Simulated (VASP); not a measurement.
Given:

```
PbTe
1.0
    0.00000     3.28187     3.28187
    3.28187     0.00000     3.28187
    3.28187     3.28187     0.00000
Te Pb
1 1
Direct
  0.50000   0.50000   0.50000
  0.00000   0.00000   0.00000
```

The numbers are results of PBE GGA, VASP's PBE PAW potentials (set 64) (plane waves; VASP 6.6.1), not measurements. Numerical set-up: 480 eV cut-off, 6×6×6 Γ-centred mesh, Gaussian smearing of 0.050 eV, potentials Te Pb_d.

Unless said otherwise, spin-orbit coupling is left out, though it shifts the bands of the heavy elements here.

Task: Predict the energy per atom (σ→0), band gap (on the k-mesh) with the smallest direct gap where there is one.

Result: 
```
Item                                          Value
-----------------------------------  --------------
band gap (on the k-mesh)                    0.83 eV
smallest direct gap (on the k-mesh)         0.83 eV
energy per atom (σ→0)                -3.762 eV/atom
```

Total energies compare only between runs with the same potentials, cut-off and functional.

The compound is PbTe in the rock salt structure. It was relaxed first.
